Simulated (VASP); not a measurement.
Method: PBE GGA, VASP's PBE PAW potentials (set 64) (plane waves; VASP 6.6.1).

VASP ran on this input.

### KPOINTS
```
Automatic mesh
0
Gamma
4 4 4
0 0 0
```

### INCAR
```
LASPH = .True.
ALGO = Normal   # blocked Davidson
GGA = PE   # PBE
ISMEAR = -1   # Fermi-Dirac
LCHARG = .False.
LREAL = .False.   # projection in real space or not
NELM = 100
ISIF = 2
SIGMA = 0.05   # width (eV)
EDIFF = 1E-6
LMAXMIX = 4   # l cut-off of mixed one-centre charges
SYSTEM = KI
LWAVE = .False.
ENCUT = 300
PREC = Accurate
```

### POSCAR
```
KI
1
    0.0000000000     3.5350000000     3.5350000000
    3.5350000000     0.0000000000     3.5350000000
    3.5350000000     3.5350000000     0.0000000000
K I
1 1
Direct
  0.0000000000   0.0000000000   0.0000000000
  0.5000000000   0.5000000000   0.5000000000
```

POTCAR, in this order: K_sv I (PBE.64 set). Program: vasp_std.

Output

OSZICAR:
```
       N       E                     dE             d eps       ncg     rms          rms(c)
DAV:   1     0.700452450103E+02    0.70045E+02   -0.51807E+03   192   0.764E+02
DAV:   2    -0.877727262305E+00   -0.70923E+02   -0.67299E+02   236   0.196E+02
DAV:   3    -0.552646124987E+01   -0.46487E+01   -0.46239E+01   272   0.484E+01
DAV:   4    -0.563601029512E+01   -0.10955E+00   -0.10949E+00   296   0.723E+00
DAV:   5    -0.563748103733E+01   -0.14707E-02   -0.14707E-02   256   0.853E-01    0.322E+00
DAV:   6    -0.555395129880E+01    0.83530E-01   -0.12358E-01   224   0.218E+00    0.230E+00
DAV:   7    -0.554996620610E+01    0.39851E-02   -0.13833E-01   232   0.206E+00    0.797E-01
DAV:   8    -0.555510021624E+01   -0.51340E-02   -0.14859E-02   236   0.844E-01    0.101E-01
DAV:   9    -0.555560577757E+01   -0.50556E-03   -0.84692E-04   256   0.192E-01    0.732E-02
DAV:  10    -0.555582742098E+01   -0.22164E-03   -0.22126E-04   224   0.980E-02    0.196E-02
DAV:  11    -0.555584796710E+01   -0.20546E-04   -0.36243E-05   232   0.363E-02    0.105E-02
DAV:  12    -0.555585099470E+01   -0.30276E-05   -0.42068E-06   232   0.165E-02    0.984E-03
DAV:  13    -0.555585027003E+01    0.72467E-06   -0.82898E-07   172   0.622E-03
   1 F= -.55558503E+01 E0= -.55558503E+01  d E =-.505932E-10
```

**OUTCAR**
```
------------------------ aborting loop because EDIFF is reached ----------------------------------------
  FORCE on cell =-STRESS in cart. coord.  units (eV):
  Direction    XX          YY          ZZ          XY          YZ          ZX
  --------------------------------------------------------------------------------------
  Total        0.2677321      0.2677321      0.2677321      0.0000000      0.0000000     -0.0000000
  in kB        4.8552640      4.8552640      4.8552640      0.0000000      0.0000000     -0.0000000
  external PRESSURE =       4.8552640 kB  Pullay stress =       0.0000000 kB
  volume of cell :       88.35
      direct lattice vectors                 reciprocal lattice vectors
     0.000000000  3.535000000  3.535000000    -0.141442716  0.141442716  0.141442716
     3.535000000  0.000000000  3.535000000     0.141442716 -0.141442716  0.141442716
     3.535000000  3.535000000  0.000000000     0.141442716  0.141442716 -0.141442716
  FREE ENERGIE OF THE ION-ELECTRON SYSTEM (eV)
  ---------------------------------------------------
  free  energy   TOTEN  =        -5.5558502700 eV

  energy  without entropy=       -5.5558502700  energy(sigma->0) =       -5.55585027
```
(Selected blocks of OUTCAR.)

At this cut-off the stress carries a Pulay error, which pulls relaxed volumes low.

The structure is a typed KI crystal (Fm-3m). The cell was not relaxed at this level.
